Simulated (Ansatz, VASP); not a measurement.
**Cross-check of SnPtW (SnPtW in the AlB2 type) between VASP and Ansatz**

Aim: how closely do two programs agree when they are given the same cell, functional and k mesh? The cell is generated by rule, not measured, and may not be a known phase. The cell is taken from a series of runs on this material, whose earlier steps may have relaxed, scaled, displaced or heated it; both programs get it as it stands.

Method: plane waves, with VASP 6.6.1 beside it; relaxation of cell and atoms at PBEsol and zone-centre phonons at PBEsol, in Ansatz 0.2.0.

The structure was built from a prototype and need not be the compound's stable phase.

**1. Starting point**

It takes space group P-6m2 (No. 187, hexagonal). The conventional cell has a = 4.514 Å, b = 4.514 Å, c = 2.894 Å, α = 90.00°, β = 90.00°, γ = 120.00°. Nearest to W lie 2 W at 2.89 Å and 6 Pt at 2.98 Å and 6 Sn at 2.98 Å. Nearest to Sn lie 3 Pt at 2.61 Å and 2 Sn at 2.89 Å and 6 W at 2.98 Å. Nearest to Pt lie 3 Sn at 2.61 Å and 2 Pt at 2.89 Å and 6 W at 2.98 Å. Farther neighbours are not listed.

**2. Ansatz: relaxation of cell and atoms, PBEsol, pair 1**

Ansatz runs on its PAW soft_1 files.

The relaxed volume is the usual yardstick between codes: in a stiff, nearly cubic crystal its relative difference is about their pressure difference at one cell divided by the bulk modulus.

File input.yaml:

```yaml
crystal:
  lattice:
    - [4.5144795613, 0.0, 0.0]
    - [-2.2572397807, 3.909653985, 0.0]
    - [0.0, 0.0, 2.8944482486]
  atoms:
    - { symbol: W, position: [0.0, 0.0, 0.0] }
    - { symbol: Sn, position: [0.3333333333, 0.6666666667, 0.5] }
    - { symbol: Pt, position: [0.6666666667, 0.3333333333, 0.5] }
kpoints:
  mp_grid: { grid: [9, 9, 10] }
hamiltonian:
  xc: pbesol
  pseudopotentials: { kind: paw, azcp: { folder: soft_1 }, xc_functional: pbe }
scf:
  occupations: { method: gaussian, width: 0.1 }
output:
  forces: true
  stress: true
  eigenvalues: true
relax:
  adjacent_minimum: "off"
  f_tol: 0.005
  max_steps: 80
  cell: { stress_tol: 0.05 }
```

On the command line:

```
ansatz run input.yaml --threads 4 --pin off --max-ram 12288MiB --backend cpu --events-out ev --progress --plain --runs-dir out
```

Numbers of over 12 decimals in the logs are rounded to 6 here.

The log of the run:

```text
Engine: ansatz 0.2.0, x86_64-unknown-linux-gnu
Pseudopotentials: kind: paw
Pseudopotential: W, paw, valence charge 14, recommended cutoff 420 eV (normal), soft_1/W.paw.azcp
Pseudopotential: Sn, paw, valence charge 14, recommended cutoff 420 eV (normal), soft_1/Sn.paw.azcp
Pseudopotential: Pt, paw, valence charge 18, recommended cutoff 420 eV (normal), soft_1/Pt.paw.azcp
Functional definition: PBEsol
  exchange = pbesol_x
  correlation = pbesol_c
Crystal: 3 atoms, lattice volume = 51.087 Å³
Basis set: ecut = 420 eV, 987 PW (Γ), exchange–correlation on 64×64×40 points (8 copies of the dense FFT grid, shifted against one another)
Bands: 28, of which v1, the nominal top of the filled ones, is band 23 counted from 1 (22 counted from 0)
Symmetry: 12 space group operations
Space group: P-6m2 (ITA 187), of the structure as read, at distance tolerance 3.7e-5 Å
k-points: 72 of 810 (time reversal used)
Non-local potential: W, projectors of the file, l = 0: 3, l = 1: 2, l = 2: 2, l = 3: 1
Non-local potential: Sn, projectors of the file, l = 0: 2, l = 1: 2, l = 2: 2, l = 3: 1
Non-local potential: Pt, projectors of the file, l = 0: 3, l = 1: 2, l = 2: 2, l = 3: 1
PAW form: soft (Blöchl's): semilocal exchange-correlation on the pseudo side does not see the compensation charge
PAW frozen core: W, regenerated for the run's functional, and the local potential with it (the file was generated under x = pbe(κ = 0.804, μ = 0.219515), c = pbe(β = 0.066725))
PAW frozen core: Sn, regenerated for the run's functional, and the local potential with it (the file was generated under x = pbe(κ = 0.804, μ = 0.219515), c = pbe(β = 0.066725))
PAW frozen core: Pt, regenerated for the run's functional, and the local potential with it (the file was generated under x = pbe(κ = 0.804, μ = 0.219515), c = pbe(β = 0.066725))
PAW one-centre angular grid: W, 590 points (default); XC on 64 Gauss nodes
PAW one-centre angular grid: Sn, 590 points (default); XC on 64 Gauss nodes
PAW one-centre angular grid: Pt, 590 points (default); XC on 64 Gauss nodes
Initial density: superposition of atomic densities (chi_scale 0.1, normalization cell, long waves kept (reshape's long-wave potential 0.00 eV rms))
Initial wavefunctions: pseudopotential atomic-orbital guess
Functional: x = pbesol(κ = 0.804, μ = 0.123457), c = pbesol(β = 0.046)
SCF iter   1: F=—  HF=-28593.487484 eV  |F-HF|=—  |Δ(HF+E_count)|=         —  Δρ=1.08e-1  dr2=9.64e0  ethr=3.10e-3  ⟨swp⟩=5.8  Hψ=7812  notcnv=0
preconditioner: auto → none  [metal: Δε(μ)=0.015 eV  Ē_g=12.901 eV  σ=0.100 eV  W_gap=0.08  n_scr=8 (ndim 8)  ℏωp=28.5 eV  f_vac=0.000  D(μ)=3.16/eV (n_scr^D=32)  sad-step TF]
SCF iter   2: F=—  HF=-28592.502622 eV  |F-HF|=—  |Δ(HF+E_count)|=   9.85e-1  Δρ=6.61e-2  dr2=3.98e0  ethr=3.10e-3  ⟨swp⟩=2.2  Hψ=3460  notcnv=0  defer=14
SCF iter   3: F=—  HF=-28591.891703 eV  |F-HF|=—  |Δ(HF+E_count)|=   6.11e-1  Δρ=1.01e-2  dr2=2.20e-2  ethr=3.10e-3  ⟨swp⟩=2.1  Hψ=3008  notcnv=0  defer=14
SCF iter   4: F=—  HF=-28591.887294 eV  |F-HF|=—  |Δ(HF+E_count)|=   4.41e-3  Δρ=2.54e-3  dr2=3.39e-3  ethr=4.79e-5  ⟨swp⟩=2.1  Hψ=3942  notcnv=0  defer=12
SCF iter   5: F=—  HF=-28591.886107 eV  |F-HF|=—  |Δ(HF+E_count)|=   1.19e-3  Δρ=3.23e-4  dr2=5.69e-5  ethr=7.38e-6  ⟨swp⟩=2.0  Hψ=3396  notcnv=0  defer=12
SCF iter   6: F=—  HF=-28591.886102 eV  |F-HF|=—  |Δ(HF+E_count)|=   4.40e-6  Δρ=8.60e-5  dr2=2.79e-6  ethr=1.24e-7  ⟨swp⟩=2.0  Hψ=3076  notcnv=0  defer=12
SCF iter   7: F=—  HF=-28591.886101 eV  |F-HF|=—  |Δ(HF+E_count)|=   9.33e-7  Δρ=1.75e-5  dr2=1.84e-7  ethr=6.06e-9  ⟨swp⟩=2.0  Hψ=3078  notcnv=0  defer=12
SCF iter   8: F=-28591.886101 eV  HF=-28591.886101 eV  |F-HF|=5.37e-9  |Δ(HF+E_count)|=   2.96e-8  Δρ=4.06e-6  dr2=6.77e-9  ethr=2.17e-10  ⟨swp⟩=6.4  Hψ=7932  notcnv=0
SCF 1 converged in 8 iterations: F = -28591.886101 eV  dr2 = 6.77e-9
  greatest PAW one-centre occupation: 1.000 electrons in one spin orbital (limit 2), on the Pt atom at site 2 (counted from 0), in its partial waves of l = 0
relax step   1: F+E_penalty+E_count = -28591.88610115 eV  Δ(F+E_penalty+E_count) = +0.000e0 eV  max|allowed force component| = 1.002e-16 eV/Å  Δτ_max = 0.0000 Å  P = +0.233 GPa  Ω = 51.087 Å³  (8 SCF iters, dr2 threshold 1.00e-7 eV, accepted)
[...]
relax step   2: F+E_penalty+E_count = -28591.88647890 eV  Δ(F+E_penalty+E_count) = -3.778e-4 eV  max|allowed force component| = 1.095e-16 eV/Å  Δτ_max = 0.0000 Å  P = -0.127 GPa  Ω = 51.135 Å³  energy of the carried Pulay correction = -2.439e-5 eV  (6 SCF iters, dr2 threshold 3.00e-7 eV, accepted)
[...]
relax step   3: F+E_penalty+E_count = -28591.88689048 eV  Δ(F+E_penalty+E_count) = -4.116e-4 eV  max|allowed force component| = 2.022e-16 eV/Å  Δτ_max = 0.0000 Å  P = -0.036 GPa  Ω = 51.128 Å³  energy of the carried Pulay correction = -1.786e-5 eV  (6 SCF iters, dr2 threshold 3.00e-7 eV, accepted)
[...]
relax step   4: F+E_penalty+E_count = -28591.88691143 eV  Δ(F+E_penalty+E_count) = -2.095e-5 eV  max|allowed force component| = 1.544e-16 eV/Å  Δτ_max = 0.0000 Å  P = -0.036 GPa  Ω = 51.128 Å³  stress off target by 3.82e-2 GPa  SCF on the basis re-selected at this cell (its energy is not comparable with the rows above)  (9 SCF iters)
basis re-selected at this cell: Δ(F+E_penalty+E_count) = -2.095e-5 eV, ΔP = -0.000 GPa vs the last step (what re-selecting the basis moved, of the pressure what is left beyond the Pulay correction that the steps carried, after the strain that the cell walked since its last selection, with what the two solves' SCF thresholds leave and, on support functions, any second-order correction that the steps lacked; it is no m [...]
SCF converged after 9 iterations
Free energy (F): -28591.886911 eV
Harris-Foulkes:  -28591.886911 eV  (|F-HF|=3.64e-12)
Internal energy: -28591.866840 eV  (E = F + TS)
E sigma→0 (E₀):  -28591.876875 eV
Entropy (-TS):   -0.020072 eV (-6.691 meV/atom)
Fermi energy:    20.242009 eV
--- Per-component energies (eV) ---
  E_band       = -268.043879
  E_kinetic    = 1190.871733
  E_local      = -2952.371767  (includes V_loc(G=0)·N_el)
  E_nonlocal   = 332.420895
  E_hartree    = 1277.617278
  E_xc         = -622.541178
  E_vxc        = -583.906450  (∫ρ·V_xc dr)
  E_paw        = -22094.784580  (= ΣΔE_a)
  E_vpaw       = -810.294369  (= ΣTr[D̂ρ^β])
  E_aug_tail   = 0.001523  (compensation charges beyond the density's cutoff)
  E_ewald      = -5723.874473
  E_core_change = 0.793729  (= ΣΔE_core)
  E_smearing   = -0.020072  (= −TS)
  E_closure    = -0.000000  (closes the sum)
  Σ components = -28591.886911   (vs F -28591.886911, Δ=0.00e0)
--- Forces (eV/Å), atoms counted from 1 ---
  atom   1  W     -0.00000000     0.00000000     0.00000000
  atom   2  Sn    -0.00000000     0.00000000    -0.00000000
  atom   3  Pt    -0.00000000     0.00000000    -0.00000000
  max |Σ_I F_I| component: 3.42e-16 eV/Å
--- Stress (GPa, compression-positive) ---
       -0.038201      -0.000000       0.000000
       -0.000000      -0.038201       0.000000
        0.000000       0.000000      -0.032320
  P = ⅓ Tr σ = -0.0362 GPa (-0.362 kbar)
--- Band table (eV; the first three rows and the last of 72) ---
  k-point 0: bands = [... 19 lower, 17.3995, 17.6193, 17.6193, 20.7593, 21.7679, 21.7679, 23.7089, 23.7089, ... 1 higher]
  k-point 1: bands = [... 19 lower, 17.1617, 18.0733, 18.0733, 20.8525, 21.3072, 21.3072, 24.3335, 24.3335, ... 1 higher]
  k-point 2: bands = [... 19 lower, 18.1597, 18.6051, 18.6051, 20.6681, 20.6681, 21.1392, 22.3968, 25.4240, ... 1 higher]
  k-point 71: bands = [... 19 lower, 17.0992, 18.3997, 18.6276, 19.7635, 21.3317, 21.6309, 22.3612, 22.3714, ... 1 higher]
--- Relaxed structure (3 steps of the walk, 3 accepted, 1 SCFs on fresh bases) ---
  F+E_penalty+E_count = -28591.88691143 eV   max|allowed force component| = 1.544e-16 eV/Å   (the final SCF, on the basis selected at the relaxed cell)
  cell:  # Å, volume = 51.1279 Å³
    - [4.524381, 2.8930983721686717e-11, 0]
    - [-2.262190, 3.918229, 0]
    - [0, 0, 2.884089]
  atoms:
    - { symbol: W, position: [0, 0, 0] }
    - { symbol: Sn, position: [0.333333, 0.666667, 0.500000] }
    - { symbol: Pt, position: [0.666667, 0.333333, 0.500000] }
```

Reading the cycles: dr2 is the Hartree energy of the density residual (eV), the measure of convergence; HF is the Harris–Foulkes estimate of the energy, which meets the free energy F at convergence.

**3. VASP: relaxation of cell and atoms, PBEsol, pair 1**

The same cell, functional, mesh and smearing now go to VASP, with its own data sets.

Lines of VASP's logs that name or quote its potential files are left out, and so is its time.

File INCAR:

```
SYSTEM = SnPtW
PREC = Accurate
ENCUT = 600
EDIFF = 1E-07
NELM = 120
ISMEAR = 0
SIGMA = 0.1
LREAL = .FALSE.
ALGO = Normal
GGA = PS
NBANDS = 21
LASPH = .TRUE.
LORBIT = 11
LWAVE = .FALSE.
LCHARG = .FALSE.
ISIF = 3
IBRION = 2
NSW = 80
EDIFFG = -0.005
GGA_COMPAT = .FALSE.
NELMIN = 4
KPAR = 2
```

File POSCAR:

```
SnPtW
1.0
    4.5144800000      0.0000000000      0.0000000000
   -2.2572400000      3.9096540000      0.0000000000
    0.0000000000      0.0000000000      2.8944480000
W Sn Pt
1 1 1
Direct
    0.0000000000      0.0000000000      0.0000000000
    0.3333333333      0.6666666667      0.5000000000
    0.6666666667      0.3333333333      0.5000000000
```

File KPOINTS:

```
Automatic mesh
0
Gamma
9 9 10
0 0 0
```

Potentials, in the order of the species: W, Sn_d and Pt (PBE family, release 64).

On the command line:

```
mpirun -np 2 vasp_std
```

The log of the run:

```text
[banner, memory and clock lines left out]
running    2 mpi-ranks, on    1 nodes
 distrk:  each k-point on    1 cores,    2 groups
 distr:  one band on    1 cores,    1 groups

 POSCAR found type information on POSCAR W SnPt
 POSCAR found :  3 types and       3 ions
|                                                                             |
|               ----> ADVICE to this user running VASP <----                  |
|                                                                             |
|     You enforced a specific xc type in the INCAR file but a different       |
|     [... a line on the potential file left out ...]
|     I HOPE YOU KNOW WHAT YOU ARE DOING!                                     |
|                                                                             |

 LDA part: xc-table for (Slater+PW92), standard interpolation
 POSCAR, INCAR and KPOINTS ok, starting setup
 FFT: planning ... GRIDC
 FFT: planning ... GRID_SOFT
 FFT: planning ... GRID
 WAVECAR not read
 entering main loop
       N       E                     dE             d eps       ncg     rms          rms(c)
DAV:   1     0.261924207698E+03    0.26192E+03   -0.15751E+04  3134   0.217E+03
DAV:   2     0.319977900289E+01   -0.25872E+03   -0.24602E+03  3089   0.543E+02
DAV:   3    -0.245134351383E+02   -0.27713E+02   -0.26324E+02  3588   0.139E+02
DAV:   4    -0.254757359507E+02   -0.96230E+00   -0.95193E+00  3632   0.265E+01
DAV:   5    -0.254988086981E+02   -0.23073E-01   -0.23064E-01  3849   0.429E+00    0.198E+01
DAV:   6    -0.243315641937E+02    0.11672E+01   -0.22888E+00  4040   0.103E+01    0.813E+00
DAV:   7    -0.241655073391E+02    0.16606E+00   -0.34292E-01  4046   0.583E+00    0.279E+00
DAV:   8    -0.241590479539E+02    0.64594E-02   -0.13710E-01  3683   0.270E+00    0.169E+00
DAV:   9    -0.241424321057E+02    0.16616E-01   -0.39834E-02  3677   0.155E+00    0.318E-01
DAV:  10    -0.241416999697E+02    0.73214E-03   -0.50351E-03  3518   0.718E-01    0.129E-01
DAV:  11    -0.241415839554E+02    0.11601E-03   -0.50505E-04  3571   0.214E-01    0.391E-02
DAV:  12    -0.241415765138E+02    0.74416E-05   -0.77747E-05  3698   0.805E-02    0.157E-02
DAV:  13    -0.241415732093E+02    0.33045E-05   -0.79493E-06  3634   0.230E-02    0.434E-03
DAV:  14    -0.241415733926E+02   -0.18327E-06   -0.64336E-07  3497   0.553E-03    0.128E-03
DAV:  15    -0.241415734969E+02   -0.10430E-06   -0.57366E-08  1900   0.227E-03    0.607E-04
DAV:  16    -0.241415734526E+02    0.44244E-07   -0.88927E-09  1757   0.968E-04
   1 F= -.24141573E+02 E0= -.24131794E+02  d E =-.241416E+02
[...]
2 F= -.24142450E+02 E0= -.24131767E+02  d E =-.876904E-03
[...]
3 F= -.24142872E+02 E0= -.24132518E+02  d E =-.129897E-02
[...]
4 F= -.24142728E+02 E0= -.24131744E+02  d E =0.144911E-03
 trial-energy change:    0.000145  1 .order    0.000126   -0.001325    0.001577
 step:   0.4147(harm=  0.4238)  dis= 0.00000  next Energy=   -24.143167 (dE=-0.294E-03)
 bond charge predicted
       N       E                     dE             d eps       ncg     rms          rms(c)
DAV:   1    -0.241458507994E+02   -0.31233E-02   -0.83474E-02  3487   0.291E+00    0.325E-01
DAV:   2    -0.241450606830E+02    0.79012E-03   -0.12669E-02  3801   0.981E-01    0.378E-01
DAV:   3    -0.241435231841E+02    0.15375E-02   -0.46271E-03  3588   0.510E-01    0.104E-01
DAV:   4    -0.241431729206E+02    0.35026E-03   -0.84975E-04  4108   0.340E-01    0.312E-02
DAV:   5    -0.241431662911E+02    0.66294E-05   -0.60758E-05  3778   0.669E-02    0.171E-02
DAV:   6    -0.241431652858E+02    0.10053E-05   -0.63898E-06  3624   0.240E-02    0.354E-03
DAV:   7    -0.241431654085E+02   -0.12269E-06   -0.35468E-07  3362   0.591E-03    0.129E-03
DAV:   8    -0.241431654067E+02    0.17444E-08   -0.40527E-08  1587   0.191E-03
   5 F= -.24143165E+02 E0= -.24132527E+02  d E =-.292987E-03
 curvature:  -0.29 expect dE=-0.195E-06 dE for cont linesearch -0.657E-07
 trial: gam=-0.01947 g(F)=  0.315E-44 g(S)=  0.675E-06 ort = 0.211E-04 (trialstep = 0.825E+00)
 search vector abs. value=  0.595E-06
 reached required accuracy - stopping structural energy minimisation
```

Parts of OUTCAR (step 3):

```text
ion  position               nearest neighbor table
   1  0.000  0.000  0.000-   2 2.98   2 2.98   3 2.98   3 2.98   2 2.98   3 2.98   2 2.98   3 2.98
                             3 2.98   3 2.98   2 2.98   2 2.98
   2  0.333  0.667  0.500-   3 2.61   3 2.61   3 2.61   1 2.98   1 2.98   1 2.98   1 2.98   1 2.98
                             1 2.98
   3  0.667  0.333  0.500-   2 2.61   2 2.61   2 2.61   1 2.98   1 2.98   1 2.98   1 2.98   1 2.98
                             1 2.98

  LATTYP: Found a hexagonal cell.
 ALAT       =     4.5144800000
 C/A-ratio  =     0.6411475962

 Subroutine GETGRP returns: Found 12 space group operations
 (whereof 12 operations were pure point group operations)

The static configuration has the point symmetry D_3h.

 Found     72 irreducible k-points:

   k-points           NKPTS =     72   k-points in BZ     NKDIM =     72   number of bands    NBANDS=     21

   dimension x,y,z NGX =    36 NGY =   36 NGZ =   24
   dimension x,y,z NGXF=    72 NGYF=   72 NGZF=   48

   ENCUT  =  600.0 eV  44.10 Ry    6.64 a.u.   9.02  9.02  5.78*2*pi/ulx,y,z

   NELECT =      30.0000    total number of electrons

 k-points in reciprocal lattice and weights: Automatic mesh
   0.00000000  0.00000000  0.00000000       0.001
   0.11111111 -0.00000000  0.00000000       0.007
   0.22222222 -0.00000000  0.00000000       0.007
   0.33333333 -0.00000000  0.00000000       0.007
   0.44444444 -0.00000000  0.00000000       0.007
   0.11111111  0.11111111  0.00000000       0.007
   0.22222222  0.11111111  0.00000000       0.015
   0.33333333  0.11111111  0.00000000       0.015
   0.44444444  0.11111111  0.00000000       0.007
[...]
0.33333333  0.22222222  0.50000000       0.015
   0.33333333  0.33333333  0.50000000       0.002

 average (electrostatic) potential at core
       1 -35.2234       2 -96.3090       3 -63.6260

 E-fermi :  10.6712

 k-point     1 :       0.0000    0.0000    0.0000
  band No.  band energies     occupation
    ...
     10       7.2190      2.00000
     11       7.8204      2.00000
     12       7.8204      2.00000
     13       8.0666      2.00000
     14       8.0666      2.00000
     15      11.1966      0.00000
     16      12.1999      0.00000
     17      12.1999      0.00000
     18      14.1539      0.00000
     19      14.1539      0.00000
    ...

 k-point     2 :       0.1111   -0.0000    0.0000
  band No.  band energies     occupation
    ...
     10       7.4072      2.00000
     11       7.6779      2.00000
     12       7.8145      2.00000
     13       8.0558      2.00000
     14       8.0686      2.00000
     15      11.5641      0.00000
     16      12.0870      0.00000
     17      12.2243      0.00000
     18      13.0226      0.00000
     19      13.3890      0.00000
    ...

 k-point     3 :       0.2222   -0.0000    0.0000
  band No.  band energies     occupation
    ...
     10       7.1030      2.00000
     11       7.8113      2.00000
     12       7.8416      2.00000
     13       8.0290      2.00000
     14       8.0628      2.00000
     15      11.5982      0.00000
     16      11.8779      0.00000
     17      12.1358      0.00000
     18      12.2856      0.00000
     19      12.5698      0.00000
    ...

  Total        0.0040786      0.0040786      0.0029523      0.0000000      0.0000000     -0.0000000
  in kB        0.1282812      0.1282812      0.0928566      0.0000000      0.0000000     -0.0000000
  external PRESSURE =       0.1164730 kB  Pullay stress =       0.0000000 kB

  energy-cutoff  :      600.00
  volume of cell :       50.94
      direct lattice vectors                 reciprocal lattice vectors
     4.522041735  0.000000000 -0.000000000     0.221139047  0.127674700  0.000000000
    -2.261020867  3.916202652  0.000000000     0.000000000  0.255349401  0.000000000
    -0.000000000 -0.000000000  2.876486359     0.000000000  0.000000000  0.347646356

 POSITION                                       TOTAL-FORCE (eV/Angst)
 -----------------------------------------------------------------------------------
     -0.00000     -0.00000      2.87649        -0.000000      0.000000      0.000000
     -0.00000      2.61080      1.43824        -0.000000      0.000000      0.000000
      2.26102      1.30540      1.43824         0.000000     -0.000000     -0.000000
 -----------------------------------------------------------------------------------
    total drift:                               -0.000001     -0.000000     -0.000000

  FREE ENERGIE OF THE ION-ELECTRON SYSTEM (eV)
  ---------------------------------------------------
  free  energy   TOTEN  =       -24.1431654067 eV

  energy  without entropy=      -24.1218891758  energy(sigma->0) =      -24.13252729

 reached required accuracy - stopping structural energy minimisation

 total charge
# of ion       s       p       d       tot
------------------------------------------
    1        0.509   0.473   4.043   5.025
    2        1.085   1.393  10.138  12.616
    3        0.651   0.653   8.158   9.461
--------------------------------------------------
tot          2.245   2.519  22.339  27.102

[... 3 further parts left out ...]
```

CONTCAR:

```
SnPtW
   1.00000000000000
     4.5220417345703838    0.0000000000000000   -0.0000000000000000
    -2.2610208672851919    3.9162026524004503    0.0000000000000000
    -0.0000000000000000   -0.0000000000000000    2.8764863588158862
  W               Sn              Pt
     1     1     1
Direct
     0.0000000000000000    0.0000000000000000    1.0000000000000000
     0.3333333332999970    0.6666666667000030    0.5000000000000000
     0.6666666667000030    0.3333333332999970    0.5000000000000000
```

The data set W keeps the semicore shell frozen, which is cheaper and a little less accurate. The run keeps the 12 symmetry operations of its start, so it cannot find a distortion of lower symmetry.

(Part 1 of 2 ends here.)

[Lines on the potential files, build, host, timing and source positions are cut from VASP's logs without a mark.]

[Logs are printed without paths, hosts, clocks, repeated set-up lines and the standing remarks that a program may print on its own settings, such as how far it seeks lower states.]

[Hosts, paths, dates, database ids (printed as entryN), source tags and the programs' standing remarks are cut or masked in the printed files.]
